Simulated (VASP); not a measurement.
Write the native input for VASP 6.6.1 that does the following.

* Task: single point
* Functional: PBE
* Potentials or basis: VASP PAW PBE potentials, release 64 (Ru_pv, Bi_d)
* Cutoff: 520 eV
* k mesh: 10 × 10 × 10
* Occupations: fermi-dirac, width 0.05 eV
* Spin: no spin polarisation
* Dipole correction: no
* Further INCAR settings: ALGO = Normal; EDIFF = 1e-06; NBANDS = 22

The structure of BiRu lies in POSCAR:

```
BiRu
1.0
    0.0000000000      2.7747409757      2.7747409757
    2.7747409757      0.0000000000      2.7747409757
    2.7747409757      2.7747409757      0.0000000000
Ru Bi
1 1
Direct
    0.0000000000      0.0000000000      0.0000000000
    0.5000000000      0.5000000000      0.5000000000
```

The cell comes from a database or a generator and needn't be the stable form of this composition.

These files were run (other wordings do the same):

INCAR

```
SYSTEM = BiRu
  PREC = Accurate
  ENCUT = 520
  EDIFF = 1E-6
  ISMEAR = -1
  SIGMA = 0.05
  LREAL = .False.
  LASPH = .True.
  NELM = 100
  ALGO = Normal
  ISIF = 2
  LWAVE = .False.
  LCHARG = .True.
  GGA = PE
  LELF = .True.
  LVHAR = .True.
  NBANDS = 22
```

KPOINTS

```
regular mesh
0
Gamma
  10 10 10
  0 0 0
```

Potentials or basis: VASP PAW PBE potentials, release 64 (Ru_pv, Bi_d).

Launch:

```console
$ cat potpaw_PBE.64/Ru_pv/POTCAR potpaw_PBE.64/Bi_d/POTCAR > POTCAR
$ mpirun -np 1 vasp_std > vasp.out
```

It gave:

The pressure is 0.1 GPa and the band gap on the k mesh is none (metal or under the smearing width).

Caveat: spin-orbit coupling is left out, which moves the levels of the heavy elements.

Run time: 24 s on 1 thread of AMD EPYC 9R45 (Zen 5) (shared host), peak memory 0.16 GiB.
